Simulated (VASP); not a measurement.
Given:

```
Li
1.0
   -1.65636     1.65636     1.65636
    1.65636    -1.65636     1.65636
    1.65636     1.65636    -1.65636
Li
1
Cartesian
  0.00000   0.00000   0.00000
```

Calculation: PBE GGA with D3 dispersion (Becke-Johnson damping), VASP's PBE PAW potentials (set 64) (plane waves; VASP 6.6.1). Settings: 520 eV cut-off, 15×15×15 Γ-centred mesh, first-order Methfessel-Paxton smearing of 0.10 eV, potentials Li_sv.

Problem. What does the run give for the energy per atom (σ→0), band gap (on the k-mesh) with the smallest direct gap where there is one?

Solution. 
| Item | Value |
|---|---|
| band gap (on the k-mesh) | none (metal, semimetal or under 0.01 eV) |
| energy per atom (σ→0) | -2.081 eV/atom |

Only differences to runs with the same potentials and settings are physical.

The compound is Li in the bcc structure. It was relaxed first, which changed the volume by -14 %.
